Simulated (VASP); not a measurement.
Here is the system:

```
TiB2
1.0
    1.51588    -2.62558     0.00000
    1.51588     2.62558     0.00000
    0.00000     0.00000     3.23287
Ti B
1 2
Direct
  0.00000   0.00000   0.00000
  0.33333   0.66667   0.50000
  0.66667   0.33333   0.50000
```

Computed with PW91 GGA, VASP's PBE PAW potentials (set 64) (plane waves; VASP 6.6.1). Run with 520 eV cut-off, Gaussian smearing of 0.050 eV, potentials Ti_sv B.

Give the energies of bands 6 to 12 at the high-symmetry points, in eV from the Fermi level.

| band | Γ | M | K | A | L | H |
|---|---|---|---|---|---|---|
| 6 | -2.68 | -9.29 | -8.37 | -7.62 | -7.61 | -8.62 |
| 7 | -2.68 | -3.34 | -7.37 | -0.65 | -4.71 | -5.77 |
| 8 | -2.39 | -3.29 | -1.94 | -0.65 | -3.86 | -3.20 |
| 9 | -2.16 | -2.31 | -1.94 | -0.26 | -3.18 | -3.20 |
| 10 | 1.77 | 1.23 | 1.27 | -0.26 | 2.35 | 2.38 |
| 11 | 1.77 | 2.62 | 1.27 | 0.35 | 2.80 | 4.09 |
| 12 | 3.52 | 3.09 | 1.88 | 0.35 | 4.32 | 4.09 |

It has no gap at this level: it comes out as a metal or semimetal.

The compound is TiB2 in the AlB2 type structure. It was relaxed first.
